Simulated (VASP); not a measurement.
Input for VASP

POSCAR:
```
LiF
1
    0.0000000000     2.0553000000     2.0553000000
    2.0553000000     0.0000000000     2.0553000000
    2.0553000000     2.0553000000     0.0000000000
Li F
1 1
Direct
  0.0000000000   0.0000000000   0.0000000000
  0.5000000000   0.5000000000   0.5000000000
```

INCAR:
```
SYSTEM = LiF
PREC = Accurate
ENCUT = 520
EDIFF = 1E-6
NELM = 100
ALGO = Normal
LREAL = .FALSE.
LASPH = .TRUE.
ISMEAR = 0
SIGMA = 0.05
GGA = PE
LWAVE = .FALSE.
LCHARG = .FALSE.
ISIF = 2
```

### KPOINTS
```
k-points along high-symmetry lines
6
Line-mode
Reciprocal
  0.000000   0.000000   0.000000 ! GAMMA
  0.500000   0.000000   0.500000 ! X

  0.500000   0.000000   0.500000 ! X
  0.625000   0.250000   0.625000 ! U

  0.375000   0.375000   0.750000 ! K
  0.000000   0.000000   0.000000 ! GAMMA

  0.000000   0.000000   0.000000 ! GAMMA
  0.500000   0.500000   0.500000 ! L

  0.500000   0.500000   0.500000 ! L
  0.500000   0.250000   0.750000 ! W

  0.500000   0.250000   0.750000 ! W
  0.500000   0.000000   0.500000 ! X
```

POTCAR, in this order: Li_sv F (PBE.64 set). Program: vasp_std.

Output

File standard output:
```
 POSCAR found type information on POSCAR LiF
 POSCAR found :  2 types and       2 ions
 Reading from existing POTCAR
 Reading from existing POTCAR
 LDA part: xc-table for (Slater+PW92), standard interpolation
 POSCAR, INCAR and KPOINTS ok, starting setup
 WAVECAR not read
 entering main loop
       N       E                     dE             d eps       ncg     rms          rms(c)
DAV:   1     0.312607103223E+02    0.31261E+02   -0.55782E+03   688   0.112E+03
DAV:   2    -0.899947375204E+01   -0.40260E+02   -0.39340E+02   694   0.202E+02
DAV:   3    -0.995876608438E+01   -0.95929E+00   -0.95852E+00   845   0.300E+01
DAV:   4    -0.996894516915E+01   -0.10179E-01   -0.10176E-01   802   0.283E+00
DAV:   5    -0.996912896769E+01   -0.18380E-03   -0.18380E-03   890   0.211E-01    0.482E+00
DAV:   6    -0.938381306630E+01    0.58532E+00   -0.30952E+00   697   0.138E+01    0.154E+00
DAV:   7    -0.938957147769E+01   -0.57584E-02   -0.20760E-02   918   0.163E+00    0.933E-01
DAV:   8    -0.939847491979E+01   -0.89034E-02   -0.19196E-02   870   0.178E+00    0.985E-02
DAV:   9    -0.939866360542E+01   -0.18869E-03   -0.81827E-04   745   0.311E-01    0.421E-02
DAV:  10    -0.939878134712E+01   -0.11774E-03   -0.17051E-04   745   0.119E-01    0.588E-03
DAV:  11    -0.939877593842E+01    0.54087E-05   -0.22692E-06   887   0.199E-02    0.279E-03
DAV:  12    -0.939877707226E+01   -0.11338E-05   -0.55479E-07   719   0.906E-03    0.733E-04
DAV:  13    -0.939877694757E+01    0.12468E-06   -0.24403E-08   445   0.165E-03
   1 F= -.93987769E+01 E0= -.93987769E+01  d E =-.262577E-24
```

OUTCAR:
```
------------------------ aborting loop because EDIFF is reached ----------------------------------------
  FORCE on cell =-STRESS in cart. coord.  units (eV):
  Direction    XX          YY          ZZ          XY          YZ          ZX
  --------------------------------------------------------------------------------------
  Total       -0.0804210     -0.0804210     -0.0804210      0.0000000      0.0000000     -0.0000000
  in kB       -7.4203524     -7.4203524     -7.4203524      0.0000000      0.0000000     -0.0000000
  external PRESSURE =      -7.4203524 kB  Pullay stress =       0.0000000 kB
  volume of cell :       17.36
      direct lattice vectors                 reciprocal lattice vectors
     0.000000000  2.055300000  2.055300000    -0.243273488  0.243273488  0.243273488
     2.055300000  0.000000000  2.055300000     0.243273488 -0.243273488  0.243273488
     2.055300000  2.055300000  0.000000000     0.243273488  0.243273488 -0.243273488
  FREE ENERGIE OF THE ION-ELECTRON SYSTEM (eV)
  ---------------------------------------------------
  free  energy   TOTEN  =        -9.3987769476 eV

  energy  without entropy=       -9.3987769476  energy(sigma->0) =       -9.39877695
```
(Selected blocks of OUTCAR.)

Question: Read input and log: which fault does this run have?
A. NSW = 0, so the ions never move
B. ICHARG = 11 asks for a fixed density, but there is no CHGCAR
C. the tetrahedron method needs a mesh, and KPOINTS holds a single point
D. a line-mode KPOINTS file was used for a self-consistent run

Answer: D, a line-mode KPOINTS file was used for a self-consistent run. The run ends without an error. Against the sound run, the energy per atom (σ→0) increases by 0.119 eV/atom; the pressure increases by 1.69 GPa.

To mend it, correct KPOINTS.
### KPOINTS
```
Automatic mesh
0
Gamma
8 8 8
0 0 0
```
The mended run (PBE GGA, plane waves, VASP's PBE PAW potentials (set 64)) converges, and its OSZICAR ends with
```
   1 F= -.96376450E+01 E0= -.96376450E+01  d E =-.111320E-18
```

The compound is LiF in the rock salt structure. The cell was not relaxed at this level.
